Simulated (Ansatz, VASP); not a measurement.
# Sn: VASP beside Ansatz

One calculation is typed for both programs; each brings its own data sets. How far apart do they land? Of the first pair: The structure shown is the start of the Ansatz relaxation below; VASP solves that cell, so the two are compared at the walk's first step.

Method: plane waves, with VASP 6.6.1 beside it; PBEsol, in Ansatz 0.2.0.

**1. Set-up**

It takes space group Imma (No. 74, orthorhombic). Conventional cell: a = 4.614 Å, b = 4.809 Å, c = 6.449 Å, α = 90.00°, β = 90.00°, γ = 90.00°. Nearest to Sn lie 4 Sn at 2.84 to 2.88 Å.

**2. Ansatz: relaxation, PBEsol**

Ansatz runs on its PAW soft_1 files.

The two programs are compared at the cell with which this relaxation starts, whose forces are those of its first step.

The input, input.yaml:

```yaml
crystal:
  lattice:
    - [0.068901788, 3.3315521006, 3.2242674374]
    - [3.3315521006, 0.068901788, 3.2242674374]
    - [3.4004538886, 3.4004538886, 0.0]
  atoms:
    - { symbol: Sn, position: [0.50280102, 0.50280102, 0.4972901089] }
    - { symbol: Sn, position: [0.74719898, 0.74719898, 0.7527098911] }
  conventional_axes: [[0, 0, 1], [1, -1, 0], [1, 1, -1]]
kpoints:
  mp_grid: { grid: [12, 12, 12], shift: [0.5, 0.5, 0.5] }
hamiltonian:
  xc: pbesol
  pseudopotentials: { kind: paw, azcp: { folder: soft_1 }, xc_functional: pbe }
scf:
  occupations: { method: gaussian, width: 0.015 }
output:
  forces: true
  stress: true
  eigenvalues: true
relax:
  adjacent_minimum: "off"
  f_tol: 0.001
  max_steps: 60
  cell: { stress_tol: 0.01, fix: [a, angles] }
```

The run is started by

```sh
> ansatz run input.yaml --threads 4 --pin off --max-ram 10240MiB --backend cpu --events-out ev --progress --plain --runs-dir out
```

Numbers of over 12 decimals in the logs are rounded to 6 here.

Log:

```text
Engine: ansatz 0.2.0, aarch64-unknown-linux-gnu
Pseudopotentials: kind: paw
Pseudopotential: Sn, paw, valence charge 14, recommended cutoff 420 eV (normal), soft_1/Sn.paw.azcp
Functional definition: PBEsol
  exchange = pbesol_x
  correlation = pbesol_c
Crystal: 2 atoms, lattice volume = 71.543 Å³
Basis set: ecut = 420 eV, 1417 PW (Γ), exchange–correlation on 64×64×72 points (8 copies of the dense FFT grid, shifted against one another)
Bands: 18, of which v1, the nominal top of the filled ones, is band 14 counted from 1 (13 counted from 0)
Symmetry: 4 space group operations
Space group: C2/m (ITA 12), of the structure as read, at distance tolerance 4.2e-5 Å
k-points: 468 of 1728
Non-local potential: Sn, projectors of the file, l = 0: 2, l = 1: 2, l = 2: 2, l = 3: 1
PAW form: soft (Blöchl's): semilocal exchange-correlation on the pseudo side does not see the compensation charge
PAW frozen core: Sn, regenerated for the run's functional, and the local potential with it (the file was generated under x = pbe(κ = 0.804, μ = 0.219515), c = pbe(β = 0.066725))
PAW one-centre angular grid: Sn, 590 points (default); XC on 64 Gauss nodes
Initial density: superposition of atomic densities (chi_scale 0.1, normalization cell)
Initial wavefunctions: pseudopotential atomic-orbital guess
Functional: x = pbesol(κ = 0.804, μ = 0.123457), c = pbesol(β = 0.046)
SCF iter   1: F=—  HF=-11899.693815 eV  |F-HF|=—  |Δ(HF+E_count)|=         —  Δρ=2.05e-2  dr2=3.21e-1  ethr=3.10e-3  ⟨swp⟩=6.0  Hψ=46286  notcnv=0
preconditioner: auto → Kerker (q_TF=auto, 2.333 Å⁻¹)  [metal: Δε(μ)=0.008 eV  Ē_g=19.776 eV  σ=0.015 eV  W_gap=0.29  n_scr=14 (ndim 8)  ℏωp=23.2 eV  f_vac=0.011  D(μ)=0.62/eV (n_scr^D=0)]
SCF iter   2: F=—  HF=-11899.654063 eV  |F-HF|=—  |Δ(HF+E_count)|=   3.98e-2  Δρ=1.33e-2  dr2=1.53e-1  ethr=1.15e-3  ⟨swp⟩=2.0  Hψ=13672  notcnv=0
SCF iter   3: F=—  HF=-11899.624713 eV  |F-HF|=—  |Δ(HF+E_count)|=   2.94e-2  Δρ=2.44e-3  dr2=1.24e-2  ethr=5.47e-4  ⟨swp⟩=2.0  Hψ=10296  notcnv=0
SCF iter   4: F=—  HF=-11899.625444 eV  |F-HF|=—  |Δ(HF+E_count)|=   7.32e-4  Δρ=1.31e-3  dr2=2.53e-3  ethr=4.42e-5  ⟨swp⟩=2.0  Hψ=12138  notcnv=0
SCF iter   5: F=—  HF=-11899.626591 eV  |F-HF|=—  |Δ(HF+E_count)|=   1.15e-3  Δρ=2.77e-4  dr2=7.18e-5  ethr=9.03e-6  ⟨swp⟩=2.0  Hψ=12168  notcnv=0
SCF iter   6: F=—  HF=-11899.626670 eV  |F-HF|=—  |Δ(HF+E_count)|=   7.84e-5  Δρ=5.48e-5  dr2=1.70e-6  ethr=2.56e-7  ⟨swp⟩=2.1  Hψ=10985  notcnv=0
SCF iter   7: F=—  HF=-11899.626677 eV  |F-HF|=—  |Δ(HF+E_count)|=   7.22e-6  Δρ=1.19e-5  dr2=1.18e-7  ethr=6.07e-9  ⟨swp⟩=2.0  Hψ=10410  notcnv=0
SCF iter   8: F=-11899.626677 eV  HF=-11899.626677 eV  |F-HF|=7.72e-9  |Δ(HF+E_count)|=   2.39e-7  Δρ=4.04e-6  dr2=1.75e-8  ethr=3.57e-10  ⟨swp⟩=6.4  Hψ=38244  notcnv=0
SCF 1 converged in 8 iterations: F = -11899.626677 eV  dr2 = 1.75e-8
  greatest PAW one-centre occupation: 0.991 electrons in one spin orbital (limit 2), on the Sn atom at site 1 (counted from 0), in its partial waves of l = 2
relax step   1: F+E_penalty+E_count = -11899.62667717 eV  Δ(F+E_penalty+E_count) = +0.000e0 eV  max|allowed force component| = 7.303e-2 eV/Å  Δτ_max = 0.0000 Å  P = -0.883 GPa  Ω = 71.543 Å³  fix = [a, alpha, beta, gamma]  reactions: a -2.387 GPa; beta -0.017 GPa/rad  (8 SCF iters, dr2 threshold 1.00e-7 eV, accepted)
[...]
relax step   2: F+E_penalty+E_count = -11899.62666174 eV  Δ(F+E_penalty+E_count) = +1.544e-5 eV  max|allowed force component| = 1.039e-1 eV/Å  Δτ_max = 0.0147 Å  P = -0.635 GPa  Ω = 71.007 Å³  energy of the carried Pulay correction = +2.177e-5 eV  fix = [a, alpha, beta, gamma]  (4 SCF iters, dr2 threshold 2.00e-7 eV, rejected (line search))
[...]
relax step   3: F+E_penalty+E_count = -11899.62737934 eV  Δ(F+E_penalty+E_count) = -7.022e-4 eV  max|allowed force component| = 8.249e-3 eV/Å  Δτ_max = 0.0054 Å  P = -0.779 GPa  Ω = 71.316 Å³  energy of the carried Pulay correction = +9.210e-6 eV  fix = [a, alpha, beta, gamma]  reactions: a -2.151 GPa; beta -0.013 GPa/rad  (7 SCF iters, accepted)
[...]
relax step   4: F+E_penalty+E_count = -11899.62750210 eV  Δ(F+E_penalty+E_count) = -1.228e-4 eV  max|allowed force component| = 5.710e-4 eV/Å  Δτ_max = 0.0005 Å  P = -0.689 GPa  Ω = 71.140 Å³  energy of the carried Pulay correction = +1.635e-5 eV  fix = [a, alpha, beta, gamma]  reactions: a -2.042 GPa; beta -0.007 GPa/rad  (3 SCF iters, dr2 threshold 6.25e-8 eV, accepted)
[...]
relax step   5: F+E_penalty+E_count = -11899.62750397 eV  Δ(F+E_penalty+E_count) = -1.870e-6 eV  max|allowed force component| = 4.651e-4 eV/Å  Δτ_max = 0.0002 Å  P = -0.681 GPa  Ω = 71.126 Å³  energy of the carried Pulay correction = +1.691e-5 eV  fix = [a, alpha, beta, gamma]  reactions: a -2.041 GPa; beta -0.004 GPa/rad  (3 SCF iters, dr2 threshold 1.09e-9 eV, accepted)
[...]
relax step   6: F+E_penalty+E_count = -11899.62748701 eV  Δ(F+E_penalty+E_count) = +1.696e-5 eV  max|allowed force component| = 4.677e-4 eV/Å  Δτ_max = 0.0000 Å  P = -0.681 GPa  Ω = 71.126 Å³  fix = [a, alpha, beta, gamma]  reactions: a -2.042 GPa; beta -0.004 GPa/rad  stress off target by 1.97e-3 GPa on what of the cell is left free  SCF on the basis re-selected at this cell (its energy is not comparable with the rows above)  (5 SCF iters)
basis re-selected at this cell: Δ(F+E_penalty+E_count) = +1.696e-5 eV, ΔP = -0.000 GPa vs the last step (what re-selecting the basis moved, of the pressure what is left beyond the Pulay correction that the steps carried, after the strain that the cell walked since its last selection, with what the two solves' SCF thresholds leave and, on support functions, any second-order correction that the steps lacked; it is no m [...]
SCF converged after 5 iterations
Free energy (F): -11899.627487 eV
Harris-Foulkes:  -11899.627487 eV  (|F-HF|=9.09e-12)
Internal energy: -11899.627478 eV  (E = F + TS)
E sigma→0 (E₀):  -11899.627483 eV
Entropy (-TS):   -0.000009 eV (-0.004 meV/atom)
Fermi energy:    7.222961 eV
--- Per-component energies (eV) ---
  E_band       = -261.702715
  E_kinetic    = 336.268996
  E_local      = -2669.664855  (includes V_loc(G=0)·N_el)
  E_nonlocal   = 293.732900
  E_hartree    = 1293.162450
  E_xc         = -248.691365
  E_vxc        = -159.937897  (∫ρ·V_xc dr)
  E_paw        = -8592.517642  (= ΣΔE_a)
  E_vpaw       = -648.427351  (= ΣTr[D̂ρ^β])
  E_aug_tail   = 0.000581  (compensation charges beyond the density's cutoff)
  E_ewald      = -2312.488222
  E_core_change = 0.569679  (= ΣΔE_core)
  E_smearing   = -0.000009  (= −TS)
  E_closure    = -0.000000  (closes the sum)
  Σ components = -11899.627487   (vs F -11899.627487, Δ=0.00e0)
--- Forces (eV/Å), atoms counted from 1 ---
  atom   1  Sn     0.00012556     0.00012556    -0.00046770
  atom   2  Sn    -0.00012556    -0.00012556     0.00046770
  max |Σ_I F_I| component: 0.00e0 eV/Å
--- Stress (GPa, compression-positive) ---
       -1.021023      -1.020548       0.003145
       -1.020548      -1.021023       0.003145
        0.003145       0.003145      -0.001970
  P = ⅓ Tr σ = -0.6813 GPa (-6.813 kbar)
--- Band table (eV; the first three rows and the last of 468) ---
  k-point 0: bands = [... 10 lower, -3.1201, 5.9498, 7.2088, 7.3570, 7.4826, 9.3320, 9.4010, 9.5898]
  k-point 1: bands = [... 10 lower, -3.0396, 5.1326, 6.9830, 7.2784, 7.8565, 9.6665, 9.6772, 9.7046]
  k-point 2: bands = [... 10 lower, -2.8376, 4.0293, 6.6012, 7.0054, 7.9669, 9.9748, 10.0845, 10.5536]
  k-point 467: bands = [... 10 lower, -1.5959, 1.0271, 5.5738, 6.2092, 7.9038, 10.3509, 10.7056, 13.1080]
--- Relaxed structure (5 steps of the walk, 4 accepted, 1 SCFs on fresh bases) ---
  F+E_penalty+E_count = -11899.62748701 eV   max|allowed force component| = 4.677e-4 eV/Å   (the final SCF, on the basis selected at the relaxed cell)
  cell:  # Å, volume = 71.1261 Å³
    - [0.068993, 3.331461, 3.205649]
    - [3.331461, 0.068993, 3.205649]
    - [3.4004538886, 3.4004538886, 0.0]
  atoms:
    - { symbol: Sn, position: [0.503746, 0.503746, 0.496281] }
    - { symbol: Sn, position: [0.746254, 0.746254, 0.753719] }
```

[end of part 1 of 4]

[Lines on the potential files, build, host, timing and source positions are cut from VASP's logs without a mark.]

[Logs are printed without paths, hosts, clocks, repeated set-up lines and the standing remarks that a program may print on its own settings, such as how far it seeks lower states.]

[Hosts, paths, dates, database ids (printed as entryN), source tags and the programs' standing remarks are cut or masked in the printed files.]
